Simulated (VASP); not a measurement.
All values below come from PBE GGA, VASP's PBE PAW potentials (set 64) (plane waves; VASP).

A VASP calculation is set up with these files.

KPOINTS:
```
Automatic mesh
0
Gamma
1 1 1
0 0 0
```

INCAR:
```
SYSTEM  =  Ga31P33
PREC  =  Normal; ENCUT  =  400; LREAL  =  Auto
LASPH  =  .TRUE.; ISYM  =  0; NELECT  =  259.0
EDIFF  =  1E-5; NELM  =  100; NELMIN  =  4
ALGO  =  Fast; LMAXMIX  =  4
ISMEAR  =  0; SIGMA  =  0.05
GGA  =  PE
ISPIN  =  2; MAGMOM  =  64*0.0156; NUPDOWN  =  1
IBRION  =  2; NSW  =  60; ISIF  =  2
EDIFFG  =  -0.03
LWAVE  =  .TRUE.; LCHARG  =  .FALSE.; LORBIT  =  10
```

**POSCAR**
```
Ga31P33
1.0
 11.0671092084   0.0000000000   0.0000000000
  0.0000000000  11.0671092084   0.0000000000
  0.0000000000   0.0000000000  11.0671092084
Ga P
31 33
Cartesian
  5.5335546042   0.0000000000   0.0000000000
  8.3003319063   2.7667773021   0.0000000000
  8.3003319063   0.0000000000   2.7667773021
  0.0000000000   0.0000000000   0.0000000000
  2.7667773021   2.7667773021   0.0000000000
  5.5335546042   5.5335546042   0.0000000000
  8.3003319063   8.3003319063   0.0000000000
  2.7667773021   0.0000000000   2.7667773021
  5.5335546042   2.7667773021   2.7667773021
  8.3003319063   5.5335546042   2.7667773021
  5.5335546042   0.0000000000   5.5335546042
  8.3003319063   2.7667773021   5.5335546042
  8.3003319063   0.0000000000   8.3003319063
  0.0000000000   5.5335546042   0.0000000000
  2.7667773021   8.3003319063   0.0000000000
  0.0000000000   2.7667773021   2.7667773021
  2.7667773021   5.5335546042   2.7667773021
  5.5335546042   8.3003319063   2.7667773021
  0.0000000000   0.0000000000   5.5335546042
  2.7667773021   2.7667773021   5.5335546042
  8.3003319063   8.3003319063   5.5335546042
  2.7667773021   0.0000000000   8.3003319063
  5.5335546042   2.7667773021   8.3003319063
  8.3003319063   5.5335546042   8.3003319063
  0.0000000000   8.3003319063   2.7667773021
  0.0000000000   5.5335546042   5.5335546042
  2.7667773021   8.3003319063   5.5335546042
  0.0000000000   2.7667773021   8.3003319063
  2.7667773021   5.5335546042   8.3003319063
  5.5335546042   8.3003319063   8.3003319063
  0.0000000000   8.3003319063   8.3003319063
  6.9169432552   1.3833886510   1.3833886510
  9.6837205574   4.1501659532   1.3833886510
  9.6837205574   1.3833886510   4.1501659532
  1.3833886510   1.3833886510   1.3833886510
  4.1501659532   4.1501659532   1.3833886510
  6.9169432552   6.9169432552   1.3833886510
  9.6837205574   9.6837205574   1.3833886510
  4.1501659532   1.3833886510   4.1501659532
  6.8680376997   4.1135670230   4.1649184097
  9.6837205574   6.9169432552   4.1501659532
  6.9169432552   1.3833886510   6.9169432552
  9.6837205574   4.1501659532   6.9169432552
  9.6837205574   1.3833886510   9.6837205574
  1.3833886510   6.9169432552   1.3833886510
  4.1501659532   9.6837205574   1.3833886510
  1.3833886510   4.1501659532   4.1501659532
  4.1029868666   6.8863205641   4.1260949906
  6.9169432552   9.6837205574   4.1501659532
  1.3833886510   1.3833886510   6.9169432552
  4.1861672594   4.1004746328   6.8788281311
  5.5123168216   5.5376051662   5.4943770376
  6.9459501485   6.8866857787   6.9110776874
  9.6837205574   9.6837205574   6.9169432552
  4.1501659532   1.3833886510   9.6837205574
  6.9169432552   4.1501659532   9.6837205574
  9.6837205574   6.9169432552   9.6837205574
  1.3833886510   9.6837205574   4.1501659532
  1.3833886510   6.9169432552   6.9169432552
  4.1501659532   9.6837205574   6.9169432552
  1.3833886510   4.1501659532   9.6837205574
  4.1501659532   6.9169432552   9.6837205574
  6.9169432552   9.6837205574   9.6837205574
  1.3833886510   9.6837205574   9.6837205574
```

POTCAR, in this order: Ga P (PBE.64 set). Program: vasp_gam.

### Question
What will the output report for the number of irreducible k-points (NKPTS), largest plane-wave count, FFT grid (NGX, NGY, NGZ)?

### Answer

The number of irreducible k-points (NKPTS) comes out as 1. The largest plane-wave count is 12287 and the FFT grid (NGX, NGY, NGZ) is 54 × 54 × 54.

The cell is a supercell with a defect, built from GaP (zinc blende): P_Ga, charge -1.
